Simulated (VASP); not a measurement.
# Si2Sb2Te (R-3m) in VASP: further runs

Aim: see how the results for Si2Sb2Te move with the level of theory and the settings. Levels: PBE, r2SCAN. Tasks: relaxation of cell and atoms, single point.

Everything below comes from runs of VASP 6.6.1. Logs are shortened: lines on timing, memory, paths and dates and some standing lists are left out, and cuts for length are marked.

## 1. The structure

The structure is trigonal, space group R-3m (No. 166). The conventional cell has a = 4.082 Å, b = 4.082 Å, c = 24.888 Å, α = 90.00°, β = 90.00°, γ = 120.00°. Si (site symmetry 3m) is surrounded by 3 Si at 2.60 Å and 3 Sb at 2.83 Å. Sb (site symmetry 3m) is surrounded by 3 Si at 2.83 Å and 3 Te at 3.11 Å. Te (site symmetry -3m) has 6 Sb at 3.11 Å as nearest neighbours.

The cell was built by a generator and needn't be a form met in nature.

## 2. Relaxation of cell and atoms, PBE

The input, INCAR:

```
SYSTEM = Si2Sb2Te
PREC = Accurate
ENCUT = 520
EDIFF = 1E-6
ISMEAR = 0
SIGMA = 0.1
LREAL = .FALSE.
LASPH = .TRUE.
NELM = 120
ALGO = Normal
ISIF = 3
LWAVE = .FALSE.
LCHARG = .FALSE.
GGA = PE
IBRION = 2
NSW = 90
EDIFFG = -0.01
KPAR = 4
```

The input, KPOINTS:

```
Automatic mesh
0
G
  8 8 8
  0 0 0
```

The input, POSCAR:

```
Si2Sb2Te
1.0
    2.0409749500      1.1783574400      8.2960000100
   -2.0409749500      1.1783574400      8.2960000100
    0.0000000000     -2.3567148700      8.2960000100
Si Sb Te
2 2 1
Direct
    0.8112343300      0.8112343300      0.8112343300
    0.1887656700      0.1887656700      0.1887656700
    0.4151398300      0.4151398300      0.4151398300
    0.5848601700      0.5848601700      0.5848601700
    0.0000000000      0.0000000000      0.0000000000
```

Potentials or basis: VASP PAW PBE potentials, release 64 (Si, Sb, Te).

The run is started by

```sh
$ cat potpaw_PBE.64/Si/POTCAR potpaw_PBE.64/Sb/POTCAR potpaw_PBE.64/Te/POTCAR > POTCAR
$ mpirun -np 4 vasp_std > vasp.out
```

OUTCAR:

```text
SYSTEM = Si2Sb2Te
   PREC = Accurate
   ENCUT = 520
   EDIFF = 1E-6
   ISMEAR = 0
   LREAL = .FALSE.
   LASPH = .TRUE.
   NELM = 120
   ISIF = 3
   GGA = PE
   IBRION = 2
   NSW = 90
   EDIFFG = -0.01

 ion  position               nearest neighbor table
   1  0.811  0.811  0.811-   2 2.60   2 2.60   2 2.60   3 2.83   3 2.83   3 2.83
   2  0.189  0.189  0.189-   1 2.60   1 2.60   1 2.60   4 2.83   4 2.83   4 2.83
   3  0.415  0.415  0.415-   1 2.83   1 2.83   1 2.83   5 3.11   5 3.11   5 3.11
   4  0.585  0.585  0.585-   2 2.83   2 2.83   2 2.83   5 3.11   5 3.11   5 3.11
   5  0.000  0.000  0.000-   4 3.11   4 3.11   3 3.11   3 3.11   4 3.11   3 3.11

  LATTYP: Found a trigonal (rhomboedric) cell.
 ALAT       =     8.6242519194
 COS(alpha) =     0.8879885352

  Lattice vectors:

 A1 = (   2.0409749500,   1.1783574400,   8.2960000100)
 A2 = (  -2.0409749500,   1.1783574400,   8.2960000100)
 A3 = (   0.0000000000,  -2.3567148700,   8.2960000100)

Analysis of symmetry for initial positions (statically):
=====================================================================
 Subroutine PRICEL returns:
 Original cell was already a primitive cell.

 Routine SETGRP: Setting up the symmetry group for a
 trigonal (rhombohedral) supercell.

 Subroutine GETGRP returns: Found 12 space group operations
 (whereof 12 operations were pure point group operations)
 out of a pool of 12 trial point group operations.

The static configuration has the point symmetry D_3d.

Analysis of symmetry for dynamics (positions and initial velocities):
=====================================================================
 Subroutine PRICEL returns:
 Original cell was already a primitive cell.

 Routine SETGRP: Setting up the symmetry group for a
 trigonal (rhombohedral) supercell.

 Subroutine GETGRP returns: Found 12 space group operations
 (whereof 12 operations were pure point group operations)
 out of a pool of 12 trial point group operations.

The dynamic configuration has the point symmetry D_3d.

 Subroutine INISYM returns: Found 12 space group operations
 (whereof 12 operations are pure point group operations),
 and found     1 'primitive' translations

----------------------------------------------------------------------------------------

                                     Primitive cell

  volume of cell :     119.7112

  direct lattice vectors                    reciprocal lattice vectors
[... 111 lines left out ...]
   IMIX   =      4    mixing-type and parameters
     AMIX     =   0.40;   BMIX     =  1.00
     AMIX_MAG =   1.60;   BMIX_MAG =  1.00
  volume/ion in A,a.u.               =      23.94       161.57
  Fermi-wavevector in a.u.,A,eV,Ry     =   0.958150  1.810642 12.490858  0.918052
  Thomas-Fermi vector in A             =   2.087232
   LORBIT       =      0    0 simple, 1 ext, 2 COOP (PROOUT), +10 PAW based schemes
   GGA     = PE    functional components
   LHFCALC =     F    Hartree Fock is set to
   AEXX    =    0.0000 exact exchange contribution
   IVDW    =     0    specifies the selected vdW correction
   LEPSILON=     F    determine dielectric tensor
   LRPA    =     F    only Hartree local field effects (RPA)
 conjugate gradient relaxation of ions
 non-spin polarized calculation
 Gauss-broadening in eV      SIGMA  =   0.10
  energy-cutoff  :      520.00
  volume of cell :      119.71
 maximum number of plane-waves:      3247
   NGX = 33   NGY = 33   NGZ = 33

--------------------------------------- Ionic step        1  -------------------------------------------

 number of electron      24.0000000 magnetization

 Free energy of the ion-electron system (eV)
  ---------------------------------------------------
  ext. energy  EPLUGINS =         0.00000000
  ---------------------------------------------------
  free energy    TOTEN  =       -21.12258427 eV

  energy without entropy =      -21.10944383  energy(sigma->0) =      -21.11601405

------------------------ aborting loop because EDIFF is reached ----------------------------------------

  FORCE on cell =-STRESS in cart. coord.  units (eV):
  Direction    XX          YY          ZZ          XY          YZ          ZX
  --------------------------------------------------------------------------------------
  -------------------------------------------------------------------------------------
  Total        0.1063300      0.1063300      1.3997434      0.0000000      0.0000000      0.0000000
  in kB        1.4230876      1.4230876     18.7337318      0.0000000      0.0000000      0.0000000
  external PRESSURE =       7.1933023 kB  Pullay stress =       0.0000000 kB
[... 98 lines left out ...]
  FREE ENERGIE OF THE ION-ELECTRON SYSTEM (eV)
  ---------------------------------------------------
  free  energy   TOTEN  =       -21.1361351044 eV

  energy  without entropy=      -21.1228831386  energy(sigma->0) =      -21.12950912

 E-fermi :   7.6475     XC(G=0):  -9.9998

 val. band max:        7.6410465712   @ k =   0.2500   0.2500   0.2500
 cond. band min:       7.6745431342   @ k =   0.1250   0.1250   0.0000
 fundamental gap:      0.0334965630
 Fermi energy:         7.6474856008

 k-point     1 :       0.0000    0.0000    0.0000
  band No.  band energies     occupation
      1      -5.5530      2.00000
      2      -3.7209      2.00000
      3      -3.3155      2.00000
      4       1.0139      2.00000
      5       2.6599      2.00000
      6       6.5809      2.00000
[... 435 lines left out ...]
      5       2.9578      2.00000
      6       3.6079      2.00000
[... 8 lines left out ...]
     15       9.2701      0.00000
     16      10.1778      0.00000

 [... further k-points ...]

[... ionic steps 4 to 12 ...]

--------------------------------------- Ionic step       13  -------------------------------------------

 number of electron      23.9999999 magnetization

------------------------ aborting loop because EDIFF is reached ----------------------------------------
[... 73 lines left out ...]
--------------------------------------- Ionic step       15  -------------------------------------------

 number of electron      23.9999999 magnetization

 Free energy of the ion-electron system (eV)
  ---------------------------------------------------
  ext. energy  EPLUGINS =         0.00000000
  ---------------------------------------------------
  free energy    TOTEN  =       -21.17181967 eV

  energy without entropy =      -21.16077694  energy(sigma->0) =      -21.16629831

 E-fermi :   7.7247     XC(G=0): -10.0220

 val. band max:        7.7158508685   @ k =   0.5000   0.5000   0.2500
 cond. band min:       7.7396160132   @ k =  -0.1250   0.1250   0.1250
 fundamental gap:      0.0237651447
 Fermi energy:         7.7246699550

 k-point     1 :       0.0000    0.0000    0.0000
  band No.  band energies     occupation
      1      -5.5334      2.00000
      2      -3.7130      2.00000
      3      -3.2537      2.00000
      4       1.0205      2.00000
      5       2.6927      2.00000
      6       6.6615      2.00000
[... 479 lines left out ...]
  FREE ENERGIE OF THE ION-ELECTRON SYSTEM (eV)
  ---------------------------------------------------
  free  energy   TOTEN  =       -21.1718196701 eV

  energy  without entropy=      -21.1607769424  energy(sigma->0) =      -21.16629831

 reached required accuracy - stopping structural energy minimisation
```

OSZICAR:

```text
N       E                     dE             d eps       ncg     rms          rms(c)
DAV:   1     0.968782586510E+02    0.96878E+02   -0.87579E+03  2080   0.120E+03
DAV:   2    -0.158189079622E+02   -0.11270E+03   -0.11132E+03  2688   0.181E+02
[... 115 lines left out ...]
  14 F= -.21171712E+02 E0= -.21165806E+02  d E =-.241757E-03
       N       E                     dE             d eps       ncg     rms          rms(c)
DAV:   1    -0.211718601853E+02   -0.14699E-03   -0.21028E-02  2264   0.735E-01    0.676E-02
DAV:   2    -0.211718393547E+02    0.20831E-04   -0.72645E-04  2872   0.166E-01    0.366E-02
DAV:   3    -0.211718216235E+02    0.17731E-04   -0.70080E-05  2624   0.452E-02    0.201E-02
DAV:   4    -0.211718195235E+02    0.21000E-05   -0.11840E-05  2792   0.184E-02    0.119E-02
DAV:   5    -0.211718196701E+02   -0.14661E-06   -0.13526E-06  1640   0.726E-03
  15 F= -.21171820E+02 E0= -.21166298E+02  d E =-.349162E-03
```

CONTCAR:

```text
Si2Sb2Te
   1.00000000000000
     1.9814905379558767    1.1440140988237606    8.8486751177808056
    -1.9814905379558767    1.1440140988237606    8.8486751177808056
    -0.0000000000000000   -2.2880281872901325    8.8486751176875060
  Si              Sb              Te
     2     2     1
Direct
     0.8118524518587559    0.8118524518587559    0.8118524518587423
     0.1881475481412441    0.1881475481412441    0.1881475481412577
     0.4137712656034928    0.4137712656034928    0.4137712656034414
     0.5862287343965072    0.5862287343965072    0.5862287343965588
     0.0000000000000000    0.0000000000000000    0.0000000000000000

  0.00000000E+00  0.00000000E+00  0.00000000E+00
  0.00000000E+00  0.00000000E+00  0.00000000E+00
  0.00000000E+00  0.00000000E+00  0.00000000E+00
  0.00000000E+00  0.00000000E+00  0.00000000E+00
  0.00000000E+00  0.00000000E+00  0.00000000E+00
```

Run time: 11 min. Hardware: 4 MPI ranks of AMD EPYC 9R45 (Zen 5), shared host; peak memory 0.74 GiB.

What came out:

- Free energy: -21.1718 eV
- Relaxed volume: 24.07 Å³/atom
- Relaxed cell: a = 9.140 Å, b = 9.140 Å, c = 9.140 Å, α = 25.04°, β = 25.04°, γ = 25.04°
- Space group after relaxing (to 0.05 Å): R-3m (No. 166)
- Energy gained by relaxing: 9.8 meV/atom
- Ionic steps: 15
- Pressure after relaxing: 0.1 GPa
- Largest force after relaxing: 0.005 eV/Å
- Band gap on the k mesh: none (metal or under the smearing width)

Forces in eV/Å, atoms in the order of the input:
```
Si   0.000  0.000 -0.005
Si   0.000  0.000  0.005
Sb   0.000  0.000  0.001
Sb   0.000  0.000 -0.001
Te   0.000  0.000  0.000
```

The path:
```tsv
step	energy change (eV)	largest force (eV/Å)	pressure (GPa)	volume (Å³)
1	0.0000	0.0709	0.72	119.71
2	-0.0124	0.0701	-0.35	121.58
3	-0.0136	0.0696	-0.79	122.40
4	-0.0238	0.0671	-0.70	122.16
5	-0.0420	0.0540	-0.47	121.46
6	-0.0177	0.1979	0.18	119.77
7	-0.0459	0.0680	-0.34	121.13
8	-0.0466	0.0986	-0.24	120.88
9	-0.0466	0.0904	-0.27	120.95
10	-0.0477	0.0629	0.17	120.14
11	-0.0477	0.0658	0.14	120.23
12	-0.0484	0.0405	0.07	120.34
13	-0.0489	0.0037	-0.02	120.52
14	-0.0491	0.0022	0.00	120.45
15	-0.0492	0.0049	0.05	120.35
```

Final structure:
```yaml
crystal:
  lattice:
    - [1.98149, 1.14401, 8.84868]
    - [-1.98149, 1.14401, 8.84868]
    - [0.00000, -2.28803, 8.84868]
  atoms:
    - { symbol: Si, position: [0.81185, 0.81185, 0.81185] }
    - { symbol: Si, position: [0.18815, 0.18815, 0.18815] }
    - { symbol: Sb, position: [0.41377, 0.41377, 0.41377] }
    - { symbol: Sb, position: [0.58623, 0.58623, 0.58623] }
    - { symbol: Te, position: [0.00000, 0.00000, 0.00000] }
```

Levels at points of the mesh, in eV from the Fermi level:
| k point | band 9 | band 10 | band 11 | band 12 | band 13 | band 14 | band 15 | band 16 |
| --- | --- | --- | --- | --- | --- | --- | --- | --- |
| (0.00, 0.00, 0.00) | -0.82 | 0.29 | 0.40 | 0.40 | 0.71 | 0.83 | 0.83 | 1.76 |
| (0.50, 0.00, 0.00) | -2.63 | -2.48 | -2.23 | -1.93 | 0.67 | 1.04 | 1.18 | 1.99 |
| (0.50, 0.50, 0.00) | -3.31 | -1.71 | -0.97 | -0.96 | -0.51 | 1.17 | 1.79 | 2.31 |
| (0.50, 0.50, 0.50) | -0.75 | -0.75 | -0.21 | -0.21 | 1.20 | 1.71 | 1.71 | 1.93 |

Spin-orbit coupling is left out, which matters for the levels of Sb, Te.

## 3. Relaxation of cell and atoms, PBE

This run uses another cell than the first one, of 24.07 Å³/atom, 1.005 times its volume.

INCAR: that of step 2 with these lines changed.

```diff
@@ -3,3 +3,3 @@
 ENCUT = 520
-EDIFF = 1E-6
+EDIFF = 1E-7
 ISMEAR = 0
@@ -15,4 +15,5 @@
 IBRION = 2
-NSW = 90
-EDIFFG = -0.01
+NSW = 60
+EDIFFG = -0.005
+POTIM = 0.3
 KPAR = 4
```

KPOINTS is that of step 2.

The input, POSCAR:

```
Si2Sb2Te                                
1.0
    1.9814905380      1.1440140988      8.8486751178
   -1.9814905380      1.1440140988      8.8486751178
   -0.0000000000     -2.2880281873      8.8486751177
  Si              Sb              Te            
     2     2     1
Direct
     0.8118524518587559    0.8118524518587559    0.8118524518587423
     0.1881475481412441    0.1881475481412441    0.1881475481412577
     0.4137712656034928    0.4137712656034928    0.4137712656034414
     0.5862287343965072    0.5862287343965072    0.5862287343965588
     0.0000000000000000    0.0000000000000000    0.0000000000000000
```

Potentials or basis: VASP PAW PBE potentials, release 64 (Si, Sb, Te).

The run is started by

```sh
$ cat potpaw_PBE.64/Si/POTCAR potpaw_PBE.64/Sb/POTCAR potpaw_PBE.64/Te/POTCAR > POTCAR
$ mpirun -np 4 vasp_std > vasp.out
```

OUTCAR:

```text
SYSTEM = Si2Sb2Te
   PREC = Accurate
   ENCUT = 520
   EDIFF = 1E-7
   ISMEAR = 0
   LREAL = .FALSE.
   LASPH = .TRUE.
   NELM = 120
   ISIF = 3
   GGA = PE
   IBRION = 2
   NSW = 60
   EDIFFG = -0.005
   POTIM = 0.3

 ion  position               nearest neighbor table
   1  0.812  0.812  0.812-   2 2.56   2 2.56   2 2.56   3 2.86   3 2.86   3 2.86
   2  0.188  0.188  0.188-   1 2.56   1 2.56   1 2.56   4 2.86   4 2.86   4 2.86
   3  0.414  0.414  0.414-   1 2.86   1 2.86   1 2.86   5 3.13   5 3.13   5 3.13
   4  0.586  0.586  0.586-   2 2.86   2 2.86   2 2.86   5 3.13   5 3.13   5 3.13
[... 715 lines left out ...]
  -------------------------------------------------------------------------------------
  Total        0.0057443      0.0057443      0.0037969      0.0000000      0.0000000      0.0000000
  in kB        0.0764177      0.0764177      0.0505116      0.0000000      0.0000000      0.0000000
  external PRESSURE =       0.0677823 kB  Pullay stress =       0.0000000 kB

 VOLUME and BASIS-vectors are now :
 -----------------------------------------------------------------------------
  energy-cutoff  :      520.00
  volume of cell :      120.43
      direct lattice vectors                 reciprocal lattice vectors
     1.981937843  1.144272350  8.850782546     0.252278346  0.145652971  0.037661453
    -1.981937843  1.144272350  8.850782546    -0.252278346  0.145652971  0.037661453
     0.000000000 -2.288544690  8.850782546     0.000000000 -0.291305942  0.037661453

 POSITION                                       TOTAL-FORCE (eV/Angst)
 -----------------------------------------------------------------------------------
      0.00000      0.00000     21.55645        -0.000000     -0.000000     -0.004041
      0.00000      0.00000      4.99590        -0.000000      0.000000      0.004041
      0.00000      0.00000     10.98664        -0.000000      0.000000      0.000916
      0.00000      0.00000     15.56570        -0.000000     -0.000000     -0.000916
      0.00000      0.00000     26.55235         0.000000      0.000000      0.000000
 -----------------------------------------------------------------------------------
    total drift:                                0.000000      0.000000      0.000000

  FREE ENERGIE OF THE ION-ELECTRON SYSTEM (eV)
  ---------------------------------------------------
  free  energy   TOTEN  =       -21.1718916447 eV

  energy  without entropy=      -21.1608472492  energy(sigma->0) =      -21.16636945

 reached required accuracy - stopping structural energy minimisation
```

CONTCAR:

```text
Si2Sb2Te
   1.00000000000000
     1.9819378426689005    1.1442723502725527    8.8507825461726402
    -1.9819378426689005    1.1442723502725527    8.8507825461726402
     0.0000000000000000   -2.2885446902401529    8.8507825460722778
  Si              Sb              Te
     2     2     1
Direct
     0.8118471317629771    0.8118471317629771    0.8118471317629629
     0.1881528682370230    0.1881528682370230    0.1881528682370372
     0.4137729447111133    0.4137729447111133    0.4137729447110635
     0.5862270552888867    0.5862270552888867    0.5862270552889365
     1.0000000000000000    1.0000000000000000    1.0000000000000000

  0.00000000E+00  0.00000000E+00  0.00000000E+00
  0.00000000E+00  0.00000000E+00  0.00000000E+00
  0.00000000E+00  0.00000000E+00  0.00000000E+00
  0.00000000E+00  0.00000000E+00  0.00000000E+00
  0.00000000E+00  0.00000000E+00  0.00000000E+00
```

Wall time 3 min (4 MPI ranks of AMD EPYC 9R45 (Zen 5), shared host); peak memory 0.81 GiB.

Results:

- Free energy: -21.1719 eV
- Relaxed volume: 24.09 Å³/atom
- Relaxed cell: a = 9.142 Å, b = 9.142 Å, c = 9.142 Å, α = 25.04°, β = 25.04°, γ = 25.04°
- Space group after relaxing (to 0.05 Å): R-3m (No. 166)
- Energy gained by relaxing: 0.0 meV/atom
- Ionic steps: 2
- Pressure after relaxing: 0.0 GPa
- Largest force after relaxing: 0.004 eV/Å
- Band gap on the k mesh: none (metal or under the smearing width)

Forces on the atoms (eV/Å):
```
Si   0.000  0.000 -0.004
Si   0.000  0.000  0.004
Sb   0.000  0.000  0.001
Sb   0.000  0.000 -0.001
Te   0.000  0.000  0.000
```

Final structure:
```
CELL_PARAMETERS angstrom
1.98194 1.14427 8.85078
-1.98194 1.14427 8.85078
0.00000 -2.28854 8.85078
ATOMIC_POSITIONS crystal
Si 0.81185 0.81185 0.81185
Si 0.18815 0.18815 0.18815
Sb 0.41377 0.41377 0.41377
Sb 0.58623 0.58623 0.58623
Te 0.00000 0.00000 0.00000
```

Levels at points of the mesh, in eV from the Fermi level:
```tsv
k point	band 9	band 10	band 11	band 12	band 13	band 14	band 15	band 16
(0.00, 0.00, 0.00)	-0.82	0.28	0.41	0.41	0.71	0.83	0.83	1.76
(0.50, 0.00, 0.00)	-2.63	-2.48	-2.23	-1.92	0.67	1.04	1.18	1.99
(0.50, 0.50, 0.00)	-3.30	-1.71	-0.97	-0.95	-0.51	1.17	1.79	2.31
(0.50, 0.50, 0.50)	-0.75	-0.75	-0.20	-0.20	1.20	1.70	1.70	1.93
```

(Continued in part 2 of 2.)
